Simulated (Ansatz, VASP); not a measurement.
# Si in VASP and in Ansatz

```xyz
2
Lattice="0.0000 2.7010 2.7010 2.7010 0.0000 2.7010 2.7010 2.7010 0.0000" Properties=species:S:1:pos:R:3 pbc="T T T"
Si    2.7010    2.7010    2.7010
Si    4.0515    4.0515    4.0515
```

Alike in both runs: functional LDA; k mesh 10 × 10 × 10; occupations gaussian, width 0.02 eV; no spin polarisation.

Ansatz relaxed the structure, and its values are those at the end. VASP's run is a single point on that final structure, the one shown.

|  | VASP | Ansatz |
| --- | --- | --- |
| version | VASP 6.6.1 | Ansatz 0.2.0 |
| potentials or method | VASP PAW LDA potentials, release 64 (Si) | scalar-relativistic, plane waves, PAW |
| plane-wave cutoff (eV) | 520 | 420 |
| valence electrons in the cell | 8 | 8 |

|  | VASP | Ansatz | Ansatz less VASP |
| --- | --- | --- | --- |
| gap on the k mesh at the Fermi level (eV) | 0.45 | 0.45 | +0.002 |
| least direct gap on the mesh (eV) | 2.53 | 2.53 | +0.002 |
| pressure (GPa) | 0.0 | 0.0 | -0.04 |

A k mesh can miss the band edges. A hybrid or GW would open this gap; LDA tends to underestimate it.
